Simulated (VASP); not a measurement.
# ZrC (Fm-3m) in VASP: a series of runs

One crystal, ZrC, is run at these levels: PBE; tasks: relaxation of cell and atoms.

All numbers are computed with VASP 6.6.1; they aren't measurements. Logs are shortened: lines on timing, memory, paths and dates and some standing lists are left out, and cuts for length are marked.

### 1 The crystal as given

It takes space group Fm-3m (No. 225, cubic). The conventional cell has a = 4.730 Å, b = 4.730 Å, c = 4.730 Å, α = 90.00°, β = 90.00°, γ = 90.00°. Zr (site symmetry m-3m) has 6 C at 2.37 Å as nearest neighbours. C (site symmetry m-3m) has 6 Zr at 2.37 Å as nearest neighbours.

### 2 Relaxation of cell and atoms, PBE, non-collinear spin, zero start, spin-orbit coupling

The input, INCAR:

```
SYSTEM = ZrC
  PREC = Accurate
  ENCUT = 520
  EDIFF = 1E-7
  ISMEAR = 0
  SIGMA = 0.1
  LREAL = .False.
  LASPH = .True.
  NELM = 100
  ALGO = Normal
  ISIF = 3
  LWAVE = .False.
  LCHARG = .False.
  MAGMOM = 0 0 0 0 0 0
  LORBIT = 11
  LSORBIT = .True.
  GGA_COMPAT = .False.
  LMAXMIX = 4
  GGA = PE
  IBRION = 2
  NSW = 80
  EDIFFG = -0.002
  KPAR = 4
```

The input, KPOINTS:

```
Automatic mesh
0
Gamma
  16 16 16
  0 0 0
```

The input, POSCAR:

```
ZrC
1.0
    0.0000000000      2.3650000000      2.3650000000
    2.3650000000      0.0000000000      2.3650000000
    2.3650000000      2.3650000000      0.0000000000
Zr C
1 1
Direct
    0.5000000000      0.5000000000      0.5000000000
    0.0000000000      0.0000000000      0.0000000000
```

Potentials or basis: VASP PAW PBE potentials, release 64 (Zr_sv, C).

Run with:

```console
cat potpaw_PBE.64/Zr_sv/POTCAR potpaw_PBE.64/C/POTCAR > POTCAR
mpirun -np 4 vasp_ncl > vasp.out
```

OUTCAR:

```text
SYSTEM = ZrC
   PREC = Accurate
   ENCUT = 520
   EDIFF = 1E-7
   ISMEAR = 0
   LREAL = .False.
   LASPH = .True.
   NELM = 100
   ISIF = 3
   LORBIT = 11
   LSORBIT = .True.
   GGA = PE
   IBRION = 2
   NSW = 80
   EDIFFG = -0.002

 ion  position               nearest neighbor table
   1  0.500  0.500  0.500-   2 2.37   2 2.37   2 2.37   2 2.37   2 2.37   2 2.37
   2  0.000  0.000  0.000-   1 2.37   1 2.37   1 2.37   1 2.37   1 2.37   1 2.37

  LATTYP: Found a face centered cubic cell.
 ALAT       =     4.7300000000

  Lattice vectors:

 A1 = (   0.0000000000,   2.3650000000,   2.3650000000)
 A2 = (   2.3650000000,   0.0000000000,   2.3650000000)
 A3 = (   2.3650000000,   2.3650000000,   0.0000000000)

Analysis of symmetry for initial positions (statically):
=====================================================================
 Subroutine PRICEL returns:
 Original cell was already a primitive cell.

 Routine SETGRP: Setting up the symmetry group for a
 face centered cubic supercell.

 Subroutine GETGRP returns: Found 48 space group operations
 (whereof 48 operations were pure point group operations)
 out of a pool of 48 trial point group operations.

The static configuration has the point symmetry O_h .

Analysis of symmetry for dynamics (positions and initial velocities):
=====================================================================
 Subroutine PRICEL returns:
 Original cell was already a primitive cell.

 Routine SETGRP: Setting up the symmetry group for a
 face centered cubic supercell.

 Subroutine GETGRP returns: Found 48 space group operations
 (whereof 48 operations were pure point group operations)
 out of a pool of 48 trial point group operations.

The dynamic configuration has the point symmetry O_h .

Analysis of structural, dynamic, and magnetic symmetry:
=====================================================================
 Subroutine PRICEL returns:
 Original cell was already a primitive cell.

 Routine SETGRP: Setting up the symmetry group for a
 face centered cubic supercell.

 Subroutine GETGRP returns: Found 48 space group operations
[... 242 lines left out ...]
  energy without entropy =      -19.53022152  energy(sigma->0) =      -19.53113927

 E-fermi :   9.5334     XC(G=0): -12.1027

 val. band max:        9.5248379207   @ k =   0.3125   0.2500   0.0000
 cond. band min:       9.5382901127   @ k =   0.5000   0.5000   0.0000
 fundamental gap:      0.0134521919
 Fermi energy:         9.5333973718

 k-point     1 :       0.0000    0.0000    0.0000
  band No.  band energies     occupation
      1     -38.5890      1.00000
      2     -38.5890      1.00000
      3     -17.4823      1.00000
      4     -17.4823      1.00000
      5     -15.7303      1.00000
      6     -15.7303      1.00000
[... 637 lines left out ...]
     23      12.9552      0.00000
     24      12.9552      0.00000

 [... further k-points ...]

------------------------ aborting loop because EDIFF is reached ----------------------------------------

  FORCE on cell =-STRESS in cart. coord.  units (eV):
  Direction    XX          YY          ZZ          XY          YZ          ZX
  --------------------------------------------------------------------------------------
  -------------------------------------------------------------------------------------
  Total       -0.0010110     -0.0010110     -0.0010110      0.0000000      0.0000000     -0.0000000
  in kB       -0.0620010     -0.0620010     -0.0620010      0.0000000      0.0000000     -0.0000000
  external PRESSURE =      -0.0620010 kB  Pullay stress =       0.0000000 kB
[... 17 lines left out ...]
  FREE ENERGIE OF THE ION-ELECTRON SYSTEM (eV)
  ---------------------------------------------------
  free  energy   TOTEN  =       -19.5320570281 eV

  energy  without entropy=      -19.5302215172  energy(sigma->0) =      -19.53113927

 reached required accuracy - stopping structural energy minimisation

 Spin-Orbit-Coupling matrix elements

 Ion:    1  E_soc:     -0.1389777
 l=   1
     0.0000000    -0.0225896    -0.0225896
    -0.0225896     0.0000000    -0.0225896
    -0.0225896    -0.0225896     0.0000000
 l=   2
     0.0000000    -0.0001170     0.0000000    -0.0001170    -0.0004564
    -0.0001170     0.0000000    -0.0003423    -0.0001170    -0.0001141
     0.0000000    -0.0003423     0.0000000    -0.0003423     0.0000000
    -0.0001170    -0.0001170    -0.0003423     0.0000000    -0.0001141
    -0.0004564    -0.0001141     0.0000000    -0.0001141     0.0000000
 l=   3
     0.0000000     0.0000000     0.0000000     0.0000000     0.0000000     0.0000000     0.0000000
     0.0000000     0.0000000     0.0000000     0.0000000     0.0000000     0.0000000     0.0000000
     0.0000000     0.0000000     0.0000000     0.0000000     0.0000000     0.0000000     0.0000000
     0.0000000     0.0000000     0.0000000     0.0000000     0.0000000     0.0000000     0.0000000
     0.0000000     0.0000000     0.0000000     0.0000000     0.0000000     0.0000000     0.0000000
     0.0000000     0.0000000     0.0000000     0.0000000     0.0000000     0.0000000     0.0000000
     0.0000000     0.0000000     0.0000000     0.0000000     0.0000000     0.0000000     0.0000000

 Ion:    2  E_soc:     -0.0001168
 l=   1
     0.0000000    -0.0000195    -0.0000195
    -0.0000195     0.0000000    -0.0000195
    -0.0000195    -0.0000195     0.0000000
 l=   2
     0.0000000     0.0000000     0.0000000     0.0000000     0.0000000
     0.0000000     0.0000000     0.0000000     0.0000000     0.0000000
     0.0000000     0.0000000     0.0000000     0.0000000     0.0000000
     0.0000000     0.0000000     0.0000000     0.0000000     0.0000000
     0.0000000     0.0000000     0.0000000     0.0000000     0.0000000
 l=   3
     0.0000000     0.0000000     0.0000000     0.0000000     0.0000000     0.0000000     0.0000000
     0.0000000     0.0000000     0.0000000     0.0000000     0.0000000     0.0000000     0.0000000
     0.0000000     0.0000000     0.0000000     0.0000000     0.0000000     0.0000000     0.0000000
     0.0000000     0.0000000     0.0000000     0.0000000     0.0000000     0.0000000     0.0000000
     0.0000000     0.0000000     0.0000000     0.0000000     0.0000000     0.0000000     0.0000000
     0.0000000     0.0000000     0.0000000     0.0000000     0.0000000     0.0000000     0.0000000
     0.0000000     0.0000000     0.0000000     0.0000000     0.0000000     0.0000000     0.0000000

 total charge

# of ion       s       p       d       tot
------------------------------------------
    1        2.174   6.042   1.619   9.834
    2        0.885   1.471   0.000   2.356
--------------------------------------------------
tot          3.059   7.513   1.619  12.191

 magnetization (x)

# of ion       s       p       d       tot
------------------------------------------
    1        0.000   0.000   0.000   0.000
    2        0.000  -0.000   0.000  -0.000
--------------------------------------------------
tot          0.000  -0.000   0.000  -0.000

 magnetization (y)

# of ion       s       p       d       tot
------------------------------------------
    1        0.000   0.000   0.000   0.000
    2       -0.000  -0.000   0.000  -0.000
--------------------------------------------------
tot         -0.000  -0.000   0.000   0.000

 magnetization (z)

# of ion       s       p       d       tot
------------------------------------------
    1        0.000   0.000   0.000   0.000
    2       -0.000  -0.000   0.000  -0.000
--------------------------------------------------
tot         -0.000  -0.000   0.000   0.000
```

CONTCAR:

```text
ZrC
   1.00000000000000
     0.0000000000000000    2.3551084919157153    2.3551084919157153
     2.3551084919157153   -0.0000000000000000    2.3551084919157153
     2.3551084919157153    2.3551084919157153    0.0000000000000000
  Zr              C
     1     1
Direct
     0.5000000000000000    0.5000000000000000    0.5000000000000000
     0.0000000000000000    0.0000000000000000    0.0000000000000000

  0.00000000E+00  0.00000000E+00  0.00000000E+00
  0.00000000E+00  0.00000000E+00  0.00000000E+00
```

Run time: 2 min. Hardware: 4 MPI ranks of Intel Xeon 6975P-C (Granite Rapids), shared host; peak memory 0.35 GiB.

Results:

```yaml
Free_energy: -19.5321 eV
Relaxed_volume: 13.06 Å³/atom
Relaxed_cell: a = 3.331 Å, b = 3.331 Å, c = 3.331 Å, α = 60.00°, β = 60.00°, γ = 60.00°
Space_group_after_relaxing_to_0.05_Å: Fm-3m (No. 225)
Energy_gained_by_relaxing: 1.4 meV/atom
Ionic_steps: 3
Pressure_after_relaxing: 0.0 GPa
Net_moment: 0.00 μB per cell
Valence_electrons_inside_the_program's_atomic_spheres: Zr 9.83; C 2.36
```

The path:
| step | energy change (eV) | largest force (eV/Å) | pressure (GPa) | volume (Å³) |
| --- | --- | --- | --- | --- |
| 1 | 0.0000 | 0.0000 | -2.72 | 26.46 |
| 2 | 0.0045 | 0.0000 | 4.62 | 25.61 |
| 3 | -0.0029 | 0.0000 | -0.01 | 26.13 |

Final structure:
```
Zr C
1.0
     0.00000    2.35511    2.35511
     2.35511    0.00000    2.35511
     2.35511    2.35511    0.00000
Zr C
1 1
Direct
  0.50000 0.50000 0.50000
  0.00000 0.00000 0.00000
```

Moments on the atoms (μB; x, y, z):
```
Zr  0.00 0.00 0.00
C   0.00 0.00 0.00
```

### 3 Relaxation of cell and atoms, PBE, non-collinear spin, zero start, spin-orbit coupling

This run uses another cell than the first one, of 13.06 Å³/atom, 0.988 times its volume.

INCAR is that of step 2.

KPOINTS is that of step 2.

The input, POSCAR:

```
ZrC                                     
1.0
    0.0000000000      2.3551084919      2.3551084919
    2.3551084919     -0.0000000000      2.3551084919
    2.3551084919      2.3551084919      0.0000000000
  Zr              C             
     1     1
Direct
     0.5000000000000000    0.5000000000000000    0.5000000000000000
     0.0000000000000000    0.0000000000000000    0.0000000000000000
```

Potentials or basis: VASP PAW PBE potentials, release 64 (Zr_sv, C).

Run with:

```console
cat potpaw_PBE.64/Zr_sv/POTCAR potpaw_PBE.64/C/POTCAR > POTCAR
mpirun -np 4 vasp_ncl > vasp.out
```

OUTCAR:

```text
SYSTEM = ZrC
   PREC = Accurate
   ENCUT = 520
   EDIFF = 1E-7
   ISMEAR = 0
   LREAL = .False.
   LASPH = .True.
   NELM = 100
   ISIF = 3
   LORBIT = 11
   LSORBIT = .True.
   GGA = PE
   IBRION = 2
   NSW = 80
   EDIFFG = -0.002

 ion  position               nearest neighbor table
   1  0.500  0.500  0.500-   2 2.36   2 2.36   2 2.36   2 2.36   2 2.36   2 2.36
   2  0.000  0.000  0.000-   1 2.36   1 2.36   1 2.36   1 2.36   1 2.36   1 2.36

  LATTYP: Found a face centered cubic cell.
 ALAT       =     4.7102169838
[... 922 lines left out ...]
     0.0000000     0.0000000     0.0000000     0.0000000     0.0000000
     0.0000000     0.0000000     0.0000000     0.0000000     0.0000000
     0.0000000     0.0000000     0.0000000     0.0000000     0.0000000
 l=   3
     0.0000000     0.0000000     0.0000000     0.0000000     0.0000000     0.0000000     0.0000000
     0.0000000     0.0000000     0.0000000     0.0000000     0.0000000     0.0000000     0.0000000
     0.0000000     0.0000000     0.0000000     0.0000000     0.0000000     0.0000000     0.0000000
     0.0000000     0.0000000     0.0000000     0.0000000     0.0000000     0.0000000     0.0000000
     0.0000000     0.0000000     0.0000000     0.0000000     0.0000000     0.0000000     0.0000000
     0.0000000     0.0000000     0.0000000     0.0000000     0.0000000     0.0000000     0.0000000
     0.0000000     0.0000000     0.0000000     0.0000000     0.0000000     0.0000000     0.0000000

 total charge

# of ion       s       p       d       tot
------------------------------------------
    1        2.174   6.042   1.619   9.834
    2        0.885   1.471   0.000   2.356
--------------------------------------------------
tot          3.059   7.513   1.619  12.191

 magnetization (x)

# of ion       s       p       d       tot
------------------------------------------
    1        0.000   0.000  -0.000   0.000
    2        0.000  -0.000   0.000  -0.000
--------------------------------------------------
tot          0.000  -0.000  -0.000   0.000

 magnetization (y)

# of ion       s       p       d       tot
------------------------------------------
    1        0.000   0.000   0.000   0.000
    2       -0.000   0.000   0.000   0.000
--------------------------------------------------
tot          0.000   0.000   0.000   0.000

 magnetization (z)

# of ion       s       p       d       tot
------------------------------------------
    1        0.000   0.000  -0.000   0.000
    2       -0.000  -0.000   0.000  -0.000
--------------------------------------------------
tot          0.000  -0.000  -0.000  -0.000
```

OSZICAR:

```text
N       E                     dE             d eps       ncg     rms          rms(c)
DAV:   1     0.126419902248E+03    0.12642E+03   -0.85210E+03  6960   0.135E+03
DAV:   2    -0.125329670959E+02   -0.13895E+03   -0.13153E+03  8440   0.373E+02
DAV:   3    -0.226552525663E+02   -0.10122E+02   -0.10015E+02 12512   0.809E+01
DAV:   4    -0.229972602424E+02   -0.34201E+00   -0.34177E+00  8392   0.142E+01
DAV:   5    -0.230098211792E+02   -0.12561E-01   -0.12560E-01 11016   0.193E+00    0.209E+01
DAV:   6    -0.196368647029E+02    0.33730E+01   -0.16349E+01  7832   0.284E+01    0.781E+00
DAV:   7    -0.195432932334E+02    0.93571E-01   -0.11007E+00 10000   0.733E+00    0.579E+00
DAV:   8    -0.195356120903E+02    0.76811E-02   -0.13838E-01  7632   0.326E+00    0.601E-01
DAV:   9    -0.195315321032E+02    0.40800E-02   -0.23920E-02 10024   0.880E-01    0.335E-01
DAV:  10    -0.195318487312E+02   -0.31663E-03   -0.16729E-03  7864   0.468E-01    0.180E-01
DAV:  11    -0.195318421522E+02    0.65790E-05   -0.16772E-04  9744   0.122E-01    0.430E-02
DAV:  12    -0.195318387257E+02    0.34264E-05   -0.14763E-05  7944   0.369E-02    0.126E-02
DAV:  13    -0.195318369356E+02    0.17901E-05   -0.16659E-06  9792   0.134E-02    0.788E-04
DAV:  14    -0.195318369605E+02   -0.24908E-07   -0.28617E-08  4712   0.177E-03
   1 F= -.19531837E+02 E0= -.19530919E+02  d E =-.195318E+02  mag=     0.0000    -0.0000    -0.0000
```

Run time: 45 s. Hardware: 4 MPI ranks of Intel Xeon 6975P-C (Granite Rapids), shared host; peak memory 0.34 GiB.

Results:

```yaml
Free_energy: -19.5318 eV
Pressure_after_relaxing: 0.0 GPa
Net_moment: 0.00 μB per cell
Valence_electrons_inside_the_program's_atomic_spheres: Zr 9.83; C 2.36
```

Final structure:
```xyz
2
Lattice="0.0000 2.3551 2.3551 2.3551 0.0000 2.3551 2.3551 2.3551 0.0000" Properties=species:S:1:pos:R:3 pbc="T T T"
Zr    2.3551    2.3551    2.3551
C     0.0000    0.0000    0.0000
```

Moments on the atoms (μB; x, y, z):
```
Zr  0.00 0.00 0.00
C   0.00 0.00 0.00
```

Caveat: the relaxation stopped at its first step, so nothing moved.
